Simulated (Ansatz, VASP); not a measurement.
# One calculation of Li4Si, two programs

The input INCAR:

```
PREC = Accurate
ENCUT = 600
EDIFF = 1E-7
ISMEAR = 0
SIGMA = 0.01
LREAL = F
LASPH = T
NELM = 100
ALGO = Normal
ISIF = 3
LWAVE = F
LCHARG = F
GGA = PE
IBRION = 2
NSW = 100
EDIFFG = -0.01
```

The input KPOINTS:

```
regular mesh
0
Gamma
  8 8 8
```

POSCAR

```
Li4Si
1.0
    4.8213739759      0.0000000000      0.0000000000
    0.0000000000      4.8213739759      0.0000000000
    0.0000000000      0.0000000000      4.8213739759
Li Si
4 1
Direct
    0.0000000000      0.5000000000      0.5000000000
    0.5000000000      0.0000000000      0.5000000000
    0.5000000000      0.5000000000      0.0000000000
    0.0000000000      0.0000000000      0.0000000000
    0.5000000000      0.5000000000      0.5000000000
```

Input for Ansatz:

```yaml
crystal:
  lattice:
    - [4.8213739759, 0.0, 0.0]
    - [0.0, 4.8213739759, 0.0]
    - [0.0, 0.0, 4.8213739759]
  atoms:
    - { symbol: Li, position: [0.0, 0.5, 0.5] }
    - { symbol: Li, position: [0.5, 0.0, 0.5] }
    - { symbol: Li, position: [0.5, 0.5, 0.0] }
    - { symbol: Li, position: [0.0, 0.0, 0.0] }
    - { symbol: Si, position: [0.5, 0.5, 0.5] }
basis:
  ecutwfc: 420
kpoints:
  mp_grid: { grid: [8, 8, 8] }
hamiltonian:
  xc: pbe
scf:
  occupations: { method: gaussian, width: 0.01 }
output:
  forces: true
  stress: true
  eigenvalues: true
relax:
  adjacent_minimum: "off"
  f_tol: 0.01
  max_steps: 80
  cell: { stress_tol: 0.05 }
```

Alike in both runs: task relaxation of cell and atoms; functional PBE; k mesh 8 × 8 × 8; occupations gaussian, width 0.01 eV; no spin polarisation.

|  | VASP | Ansatz |
| --- | --- | --- |
| version | VASP 6.6.1 | Ansatz 0.2.0 |
| potentials or method | VASP PAW PBE potentials, release 64 (Li_sv, Si) | scalar-relativistic, plane waves, PAW |
| plane-wave cutoff (eV) | 600 | 420 |
| valence electrons in the cell | 16 | 16 |

|  | VASP | Ansatz | Ansatz less VASP |
| --- | --- | --- | --- |
| gap on the k mesh at the Fermi level, each at its own relaxed structure (eV) | none | none | - |
| relaxed volume (Å³/atom) | 22.47 | 22.61 | +0.142 |
| relaxed cell length with the largest relative difference (Å) | 4.825 | 4.835 | +0.0102 |

A gap of «none» marks a metal or a gap that the smearing closes.

Caveats: the cutoff is under 1.25 times the usual one of these potentials, so pressure, stress and relaxed cells hold a basis-set (Pulay) error (VASP).
